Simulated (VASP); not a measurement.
# SiSbTe3 (Pm-3m) in VASP: notebook

The runs below take SiSbTe3 through single point, relaxation of cell and atoms, with PBE.

Program: VASP 6.6.1. These are calculated values, not measurements. Logs are shortened: lines on timing, memory, paths and dates and some standing lists are left out, and cuts for length are marked.

## 1. The cell of the first run

The structure is cubic, space group Pm-3m (No. 221). Conventional cell: a = 5.267 Å, b = 5.267 Å, c = 5.267 Å, α = 90.00°, β = 90.00°, γ = 90.00°. Around Si (site symmetry m-3m) lie 6 Te at 2.63 Å. Sb (site symmetry m-3m) is surrounded by 12 Te at 3.72 Å. Te (site symmetry 4/mmm) is surrounded by 2 Si at 2.63 Å.

The cell was built by a generator and needn't be a form met in nature.

## 2. Single point, PBE (random cell by space group and Wyckoff sites (Pm-3m, No. 221))

The input, INCAR:

```
SYSTEM = SiSbTe3
PREC = Accurate
ENCUT = 520
EDIFF = 1E-6
ISMEAR = 0
SIGMA = 0.1
LREAL = .FALSE.
LASPH = .TRUE.
NELM = 100
ALGO = Normal
ISIF = 2
LWAVE = .FALSE.
LCHARG = .TRUE.
GGA = PE
LELF = .TRUE.
LVHAR = .TRUE.
NBANDS = 22
```

The input, KPOINTS:

```
regular mesh
0
G
  8 8 8
  0 0 0
```

The input, POSCAR:

```
SiSbTe3
1.0
    5.2667903073      0.0000000000      0.0000000000
    0.0000000000      5.2667903073      0.0000000000
    0.0000000000      0.0000000000      5.2667903073
Si Sb Te
1 1 3
Direct
    0.0000000000      0.0000000000      0.0000000000
    0.5000000000      0.5000000000      0.5000000000
    0.5000000000      0.0000000000      0.0000000000
    0.0000000000      0.5000000000      0.0000000000
    0.0000000000      0.0000000000      0.5000000000
```

Potentials or basis: VASP PAW PBE potentials, release 64 (Si, Sb, Te).

On the command line:

```console
cat potpaw_PBE.64/Si/POTCAR potpaw_PBE.64/Sb/POTCAR potpaw_PBE.64/Te/POTCAR > POTCAR
mpirun -np 1 vasp_std > vasp.out
```

OUTCAR:

```text
SYSTEM = SiSbTe3
   PREC = Accurate
   ENCUT = 520
   EDIFF = 1E-6
   ISMEAR = 0
   LREAL = .FALSE.
   LASPH = .TRUE.
   NELM = 100
   ISIF = 2
   GGA = PE

 ion  position               nearest neighbor table
   1  0.000  0.000  0.000-   3 2.63   4 2.63   5 2.63   5 2.63   4 2.63   3 2.63
   2  0.500  0.500  0.500-   3 3.72   4 3.72   5 3.72   3 3.72   4 3.72   3 3.72   5 3.72   3 3.72
                             4 3.72   5 3.72   4 3.72   5 3.72
   3  0.500  0.000  0.000-   1 2.63   1 2.63   2 3.72   2 3.72   2 3.72   2 3.72
   4  0.000  0.500  0.000-   1 2.63   1 2.63   2 3.72   2 3.72   2 3.72   2 3.72
   5  0.000  0.000  0.500-   1 2.63   1 2.63   2 3.72   2 3.72   2 3.72   2 3.72

  LATTYP: Found a simple cubic cell.
 ALAT       =     5.2667903073

  Lattice vectors:

 A1 = (   5.2667903073,   0.0000000000,   0.0000000000)
 A2 = (   0.0000000000,   5.2667903073,   0.0000000000)
 A3 = (   0.0000000000,   0.0000000000,   5.2667903073)

Analysis of symmetry for initial positions (statically):
=====================================================================
 Subroutine PRICEL returns:
 Original cell was already a primitive cell.

 Routine SETGRP: Setting up the symmetry group for a
 simple cubic supercell.

 Subroutine GETGRP returns: Found 48 space group operations
 (whereof 48 operations were pure point group operations)
 out of a pool of 48 trial point group operations.

The static configuration has the point symmetry O_h .

Analysis of symmetry for dynamics (positions and initial velocities):
=====================================================================
 Subroutine PRICEL returns:
 Original cell was already a primitive cell.

 Routine SETGRP: Setting up the symmetry group for a
 simple cubic supercell.

 Subroutine GETGRP returns: Found 48 space group operations
 (whereof 48 operations were pure point group operations)
 out of a pool of 48 trial point group operations.

The dynamic configuration has the point symmetry O_h .

 Subroutine INISYM returns: Found 48 space group operations
 (whereof 48 operations are pure point group operations),
 and found     1 'primitive' translations

----------------------------------------------------------------------------------------

                                     Primitive cell

  volume of cell :     146.0959

  direct lattice vectors                    reciprocal lattice vectors
     5.266790307  0.000000000  0.000000000     0.189868960  0.000000000  0.000000000
     0.000000000  5.266790307  0.000000000     0.000000000  0.189868960  0.000000000
     0.000000000  0.000000000  5.266790307     0.000000000  0.000000000  0.189868960

  length of vectors
     5.266790307  5.266790307  5.266790307     0.189868960  0.189868960  0.189868960

  position of ions in fractional coordinates (direct lattice)
     0.000000000  0.000000000  0.000000000
     0.500000000  0.500000000  0.500000000
     0.500000000  0.000000000  0.000000000
     0.000000000  0.500000000  0.000000000
     0.000000000  0.000000000  0.500000000

  ion indices of the primitive-cell ions
   primitive index   ion index
                 1           1
                 2           2
                 3           3
                 4           4
                 5           5

----------------------------------------------------------------------------------------

 KPOINTS: regular mesh

Automatic generation of k-mesh.
 Grid dimensions read from file:
 generate k-points for:    8    8    8

 Generating k-lattice:

  Cartesian coordinates                     Fractional coordinates (reciprocal lattice)
     0.023733620  0.000000000  0.000000000     0.125000000  0.000000000  0.000000000
     0.000000000  0.023733620  0.000000000     0.000000000  0.125000000  0.000000000
     0.000000000  0.000000000  0.023733620     0.000000000  0.000000000  0.125000000

  Length of vectors
     0.023733620  0.023733620  0.023733620

  Shift w.r.t. Gamma in fractional coordinates (k-lattice)
     0.000000000  0.000000000  0.000000000

 Subroutine IBZKPT returns following result:
 ===========================================

 Found     35 irreducible k-points:

 Following reciprocal coordinates:
            Coordinates               Weight
  0.000000  0.000000  0.000000      1.000000
  0.125000  0.000000  0.000000      6.000000
  0.250000  0.000000  0.000000      6.000000
  0.375000  0.000000  0.000000      6.000000
  0.500000  0.000000  0.000000      3.000000
  0.125000  0.125000  0.000000     12.000000
[... 16 lines left out ...]
  0.375000  0.375000  0.125000     24.000000
  0.500000  0.375000  0.125000     24.000000
 [... further k-points ...]
   k-points           NKPTS =     35   k-points in BZ     NKDIM =     35   number of bands    NBANDS=     22
   number of dos      NEDOS =    301   number of ions     NIONS =      5
   total plane-waves  NPLWV =  64000
   dimension x,y,z NGX =    40 NGY =   40 NGZ =   40
   dimension x,y,z NGXF=    80 NGYF=   80 NGZF=   80
   ions per type =               1   1   3
   NGX,Y,Z   is equivalent  to a cutoff of  12.63, 12.63, 12.63 a.u.
   NGXF,Y,Z  is equivalent  to a cutoff of  25.25, 25.25, 25.25 a.u.
 SYSTEM =  SiSbTe3
   PREC   = accura    normal or accurate (medium, high low for compatibility)
   ISTART =      0    job   : 0-new  1-cont  2-samecut
   ICHARG =      2    charge: 1-file 2-atom 10-const
   ISPIN  =      1    spin polarized calculation?
   LNONCOLLINEAR =      F non collinear calculations
   LSORBIT =      F    spin-orbit coupling
   LASPH  =      T    aspherical Exc in radial PAW
   ENCUT  =  520.0 eV  38.22 Ry    6.18 a.u.   9.79  9.79  9.79*2*pi/ulx,y,z
   NELM   =    100;   NELMIN=  2; NELMDL= -5     # of ELM steps
   EDIFF  = 0.1E-05   stopping-criterion for ELM
   LREAL  =      F    real-space projection
   EDIFFG = 0.1E-04   stopping-criterion for IOM
   NSW    =      0    number of steps for IOM
   IBRION =     -1    ionic relax: 0-MD 1-quasi-New 2-CG
   NFREE  =      0    steps in history (QN), initial steepest desc. (CG)
   ISIF   =      2    stress and relaxation
   ISYM   =      2    0-nonsym 1-usesym 2-fastsym
   POTIM  = 0.5000    time-step for ionic-motion
   TEBEG  =    0.0;   TEEND  =   0.0 temperature during run
   PSTRESS=    0.0 pullay stress
   NELECT =      27.0000    total number of electrons
   NUPDOWN=      -1.0000    fix difference up-down
   EMIN   =  10.00;   EMAX   =-10.00  energy-range for DOS
   EFERMI =   0.00;   METHOD = LEGACY
   ISMEAR =     0;   SIGMA  =   0.10  broadening in eV -4-tet -1-fermi 0-gaus
   EFERMI_NEDOS =   21; number of points for ismear=-14 and -15
   IALGO  =     38    algorithm
   IMIX   =      4    mixing-type and parameters
     AMIX     =   0.40;   BMIX     =  1.00
     AMIX_MAG =   1.60;   BMIX_MAG =  1.00
  volume/ion in A,a.u.               =      29.22       197.18
  Fermi-wavevector in a.u.,A,eV,Ry     =   0.932503  1.762174 11.831097  0.869561
  Thomas-Fermi vector in A             =   2.059107
   LORBIT       =      0    0 simple, 1 ext, 2 COOP (PROOUT), +10 PAW based schemes
   GGA     = PE    functional components
   LHFCALC =     F    Hartree Fock is set to
   AEXX    =    0.0000 exact exchange contribution
   IVDW    =     0    specifies the selected vdW correction
   LEPSILON=     F    determine dielectric tensor
   LRPA    =     F    only Hartree local field effects (RPA)
 non-spin polarized calculation
 Gauss-broadening in eV      SIGMA  =   0.10
  energy-cutoff  :      520.00
  volume of cell :      146.10
 maximum number of plane-waves:      3956
 NGX is ok and might be reduce to    40
   NGX = 19   NGY = 19   NGZ = 19

 number of electron      26.9999998 magnetization

 Free energy of the ion-electron system (eV)
  ---------------------------------------------------
  ext. energy  EPLUGINS =         0.00000000
  ---------------------------------------------------
  free energy    TOTEN  =       -16.78457608 eV

  energy without entropy =      -16.76826669  energy(sigma->0) =      -16.77642138

 E-fermi :   6.3679     XC(G=0):  -9.5109

 val. band max:        6.3619616167   @ k =   0.5000   0.2500   0.0000
 cond. band min:       6.3719408688   @ k =   0.5000   0.2500   0.2500
 fundamental gap:      0.0099792521
 Fermi energy:         6.3678947451

 k-point     1 :       0.0000    0.0000    0.0000
  band No.  band energies     occupation
      1      -7.0774      2.00000
      2      -3.9231      2.00000
      3      -3.9231      2.00000
      4      -2.2698      2.00000
      5       0.5251      2.00000
      6       0.5251      2.00000
[... 14 lines left out ...]
     21      10.3217      0.00000
     22      10.3217      0.00000

 k-point     2 :       0.1250    0.0000    0.0000
  band No.  band energies     occupation
      1      -7.0146      2.00000
      2      -4.0811      2.00000
      3      -3.9176      2.00000
      4      -2.3136      2.00000
      5       0.5730      2.00000
      6       0.5738      2.00000
[... 14 lines left out ...]
     21      10.5553      0.00000
     22      10.6584      0.00000

 k-point     3 :       0.2500    0.0000    0.0000
  band No.  band energies     occupation
      1      -6.8366      2.00000
      2      -4.4921      2.00000
      3      -3.9040      2.00000
      4      -2.3290      2.00000
      5       0.4237      2.00000
      6       0.7033      2.00000
[... 14 lines left out ...]
     21      11.2624      0.00000
     22      11.4209      0.00000
[... 476 lines left out ...]
 k-point    23 :       0.3750    0.3750    0.1250
  band No.  band energies     occupation
      1      -6.0049      2.00000
      2      -4.8474      2.00000
      3      -4.6626      2.00000
      4      -2.5200      2.00000
      5      -1.5852      2.00000
      6       1.7444      2.00000
[... 14 lines left out ...]
     21      12.6799      0.00000
     22      12.9473      0.00000

 k-point    24 :       0.5000    0.3750    0.1250
  band No.  band energies     occupation
      1      -5.8279      2.00000
      2      -4.9961      2.00000
      3      -4.7118      2.00000
      4      -2.5259      2.00000
      5      -1.7026      2.00000
      6       1.8172      2.00000
[... 14 lines left out ...]
     21      12.7721      0.00000
     22      13.4388      0.00000

 [... further k-points ...]
[... 5 lines left out ...]
  --------------------------------------------------------------------------------------
  -------------------------------------------------------------------------------------
  Total       -0.0170152     -0.0170152     -0.0170152     -0.0000000     -0.0000000     -0.0000000
  in kB       -0.1865989     -0.1865989     -0.1865989     -0.0000000     -0.0000000     -0.0000000
  external PRESSURE =      -0.1865989 kB  Pullay stress =       0.0000000 kB

 VOLUME and BASIS-vectors are now :
 -----------------------------------------------------------------------------
  energy-cutoff  :      520.00
  volume of cell :      146.10
      direct lattice vectors                 reciprocal lattice vectors
     5.266790307  0.000000000  0.000000000     0.189868960  0.000000000  0.000000000
     0.000000000  5.266790307  0.000000000     0.000000000  0.189868960  0.000000000
     0.000000000  0.000000000  5.266790307     0.000000000  0.000000000  0.189868960

 POSITION                                       TOTAL-FORCE (eV/Angst)
 -----------------------------------------------------------------------------------
      0.00000      0.00000      0.00000         0.000000      0.000000      0.000000
      2.63340      2.63340      2.63340         0.000000      0.000000      0.000000
      2.63340      0.00000      0.00000         0.000000      0.000000      0.000000
      0.00000      2.63340      0.00000         0.000000      0.000000      0.000000
      0.00000      0.00000      2.63340         0.000000      0.000000      0.000000
 -----------------------------------------------------------------------------------
    total drift:                                0.000000      0.000000      0.000000

  FREE ENERGIE OF THE ION-ELECTRON SYSTEM (eV)
  ---------------------------------------------------
  free  energy   TOTEN  =       -16.7845760764 eV

  energy  without entropy=      -16.7682666894  energy(sigma->0) =      -16.77642138
```

Run time: 64 s. Hardware: 1 thread of Intel Xeon Platinum 8488C (Sapphire Rapids), shared host; peak memory 0.3 GiB.

Results:

```yaml
Free_energy: -16.7846 eV
Pressure: 0.0 GPa
Band_gap_on_the_k_mesh: none (metal or under the smearing width)
```

Levels at points of the mesh, in eV from the Fermi level:
```csv
k point,band 11,band 12,band 13,band 14,band 15,band 16,band 17,band 18
"(0.00, 0.00, 0.00)",-1.81,-0.91,-0.91,-0.91,2.00,2.00,2.00,3.43
"(0.50, 0.00, 0.00)",-1.65,-0.96,-0.76,-0.76,0.76,0.76,1.17,1.91
"(0.50, 0.50, 0.00)",-2.05,-1.08,-0.87,0.36,0.36,0.79,1.81,2.61
"(0.50, 0.50, 0.50)",0.85,0.85,0.85,1.14,1.14,1.14,1.59,1.59
```

The run has no spin-orbit coupling, so splittings on Sb, Te are missing.

## 3. Relaxation of cell and atoms, PBE (random cell by space group and Wyckoff sites (Pm-3m, No. 221))

The input, INCAR:

```
ALGO = Fast ; EDIFF = 1E-7
EDIFFG = -0.01 ; ENCUT = 600
GGA = PE ; IBRION = 2
ISIF = 3 ; ISMEAR = 0
LASPH = T ; LCHARG = F
LREAL = F ; LWAVE = F
NELM = 100 ; NSW = 100
PREC = Accurate ; SIGMA = 0.1
```

The input, KPOINTS:

```
k-points
0
Gamma
  8 8 8
```

Changes to POSCAR since step 2:

```diff
@@ -2,5 +2,5 @@
 1.0
-    5.2667903073      0.0000000000      0.0000000000
-    0.0000000000      5.2667903073      0.0000000000
-    0.0000000000      0.0000000000      5.2667903073
+    5.2930937878      0.0000000000      0.0000000000
+    0.0000000000      5.2930937878      0.0000000000
+    0.0000000000      0.0000000000      5.2930937878
 Si Sb Te
```

Potentials or basis: VASP PAW PBE potentials, release 64 (Si, Sb, Te).

On the command line:

```console
cat potpaw_PBE.64/Si/POTCAR potpaw_PBE.64/Sb/POTCAR potpaw_PBE.64/Te/POTCAR > POTCAR
mpirun -np 1 vasp_std > vasp.out
```

It took 3 min on 1 thread of Intel Xeon Platinum 8488C (Sapphire Rapids), shared host; peak memory 0.35 GiB.

It converged, with:

| Property | Result |
| --- | --- |
| Free energy | -16.7847 eV |
| Relaxed volume | 29.21 Å³/atom |
| Relaxed cell | a = 5.266 Å, b = 5.266 Å, c = 5.266 Å, α = 90.00°, β = 90.00°, γ = 90.00° |
| Space group after relaxing (to 0.05 Å) | Pm-3m (No. 221) |
| Energy gained by relaxing | 1.0 meV/atom |
| Ionic steps | 3 |
| Pressure after relaxing | 0.0 GPa |
| Band gap on the k mesh | none (metal or under the smearing width) |

Step by step:
| step | energy change (eV) | largest force (eV/Å) | pressure (GPa) | volume (Å³) |
| --- | --- | --- | --- | --- |
| 1 | 0.0000 | 0.0000 | -0.71 | 148.30 |
| 2 | -0.0048 | 0.0000 | 0.18 | 145.50 |
| 3 | -0.0051 | 0.0000 | 0.00 | 146.04 |

Final structure:
```
Si Sb Te
1.0
     5.26613    0.00000    0.00000
     0.00000    5.26613    0.00000
     0.00000    0.00000    5.26613
Si Sb Te
1 1 3
Direct
  0.00000 0.00000 0.00000
  0.50000 0.50000 0.50000
  0.50000 0.00000 0.00000
  0.00000 0.50000 0.00000
  0.00000 0.00000 0.50000
```

Levels at points of the mesh, in eV from the Fermi level:
```csv
k point,band 10,band 11,band 12,band 13,band 14,band 15,band 16,band 17
"(0.00, 0.00, 0.00)",-1.81,-1.81,-0.91,-0.91,-0.91,2.00,2.00,2.00
"(0.50, 0.00, 0.00)",-1.67,-1.65,-0.96,-0.76,-0.76,0.76,0.76,1.17
"(0.50, 0.50, 0.00)",-2.05,-2.05,-1.08,-0.87,0.36,0.36,0.79,1.81
"(0.50, 0.50, 0.50)",-1.04,0.85,0.85,0.85,1.14,1.14,1.14,1.59
```

## 4. Single point, PBE (the structure that the rattled cell fell into)

The input, INCAR:

```
PREC = Accurate
ENCUT = 520
EDIFF = 1E-7
ISMEAR = 0
SIGMA = 0.1
LREAL = F
LASPH = T
NELM = 100
ALGO = Normal
ISIF = 2
LWAVE = F
LCHARG = T
GGA = PE
LELF = T
LVHAR = T
NBANDS = 22
```

The input, KPOINTS:

```
regular mesh
0
Gamma
  4 4 4
```

The input, POSCAR:

```
SiSbTe3
1.0
    3.8649158328     -3.7266395564      0.0000000000
    3.8649158328      3.7266395564      0.0000000000
   -0.7599365179      0.0000000000      6.3592746713
Si Sb Te
1 1 3
Direct
    0.9477710908      0.9477710908      0.9575054666
    0.6148985767      0.6148985767      0.3479898633
    0.9922875181      0.4723855356      0.0652602174
    0.9683056186      0.9683056186      0.5625592412
    0.4723855356      0.9922875181      0.0652602174
```

On the command line:

```console
cat potpaw_PBE.64/Si/POTCAR potpaw_PBE.64/Sb/POTCAR potpaw_PBE.64/Te/POTCAR > POTCAR
mpirun -np 1 vasp_std > vasp.out
```

It took 65 s on 1 thread of Intel Xeon Platinum 8488C (Sapphire Rapids), shared host; peak memory 0.3 GiB.

It converged, with:

```yaml
Free_energy: -18.5183 eV
Pressure: 0.1 GPa
Largest_force: 0.081 eV/Å
Band_gap_on_the_k_mesh: none (metal or under the smearing width)
```

Forces in eV/Å, atoms in the order of the input:
```
Si   0.012  0.000 -0.005
Sb  -0.045  0.000  0.048
Te   0.004 -0.079 -0.016
Te   0.025  0.000 -0.009
Te   0.004  0.079 -0.016
```

Stress tensor (GPa, compression positive):
```
 0.06  0.00 -0.07
 0.00  0.16  0.00
-0.07  0.00  0.11
```

Levels at points of the mesh, in eV from the Fermi level:
| k point | band 12 | band 13 | band 14 | band 15 | band 16 | band 17 |
| --- | --- | --- | --- | --- | --- | --- |
| (0.00, 0.00, 0.00) | -1.01 | -0.94 | -0.59 | 0.93 | 1.29 | 1.43 |
| (0.50, 0.00, 0.00) | -1.12 | -0.73 | 0.84 | 1.29 | 1.67 | 2.15 |
| (0.50, 0.50, 0.00) | -0.64 | 0.17 | 1.21 | 2.00 | 2.12 | 2.15 |
| (0.00, 0.00, 0.50) | -1.48 | -1.38 | -0.64 | 0.73 | 1.82 | 2.13 |
| (0.50, 0.00, 0.50) | -1.48 | -0.62 | 0.83 | 1.15 | 1.54 | 2.15 |
| (0.50, 0.50, 0.50) | -0.40 | 0.24 | 0.25 | 1.39 | 1.51 | 2.12 |

## 5. Summary

```tsv
task	cell	k mesh	cutoff (eV)	gap on the mesh (eV)	pressure (GPa)
single point	random cell by space group and Wyckoff sites (Pm-3m, No. 221)	8 × 8 × 8	520	none	0.0
relaxation of cell and atoms	relaxed from: random cell by space group and Wyckoff sites (Pm-3m, No. 221)	8 × 8 × 8	600	none	0.0
single point	the structure that the rattled cell fell into	4 × 4 × 4	520	none	0.1
```

Alike in all rows: level PBE; potentials or basis VASP PAW PBE potentials, release 64 (Si, Sb, Te); no spin polarisation; smearing gaussian 0.1 eV.

Total energies depend on the potentials used, so only differences within one code and one set of settings carry meaning.
